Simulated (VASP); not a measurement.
A cell of Li2O (relaxed from the CdI2 structure, space group P-3m1) near equilibrium:

```
CELL_PARAMETERS angstrom
      3.07791     0.00000     0.00000
     -1.53896     2.66555     0.00000
      0.00000     0.00000     3.79942
ATOMIC_POSITIONS crystal
  O  0.00000 0.00000 0.00000
  Li 0.33333 0.66667 0.17988
  Li 0.66667 0.33333 0.82012
```

Calculation: PBEsol GGA, VASP's PBE PAW potentials (set 64) (plane waves; VASP).

| run | ΔE (meV/atom) | σxx | σyy | σzz | largest shear component, with its sign (GPa) | largest force (eV/Å) |
|---|---|---|---|---|---|---|
| as it is | 0.0 | -0.11 | -0.11 | 0.10 | 0.00 | 0.001 |
| after one change | 1.6 | 0.48 | 2.04 | 0.78 | 0.11 | 0.072 |
Stress is in GPa, positive when the cell is compressed.

Question: Which change was made?
A. biaxial strain of +1.5 % in the xz plane
B. uniaxial strain of -4.0 % along x
C. biaxial strain of -1.0 % in the yz plane
D. atom 1 (O) moved by 0.150 Å along x

Answer: C, biaxial strain of -1.0 % in the yz plane

The structure was generated: Li2O was put into the CdI2 type (P-3m1), which need not be its known phase.
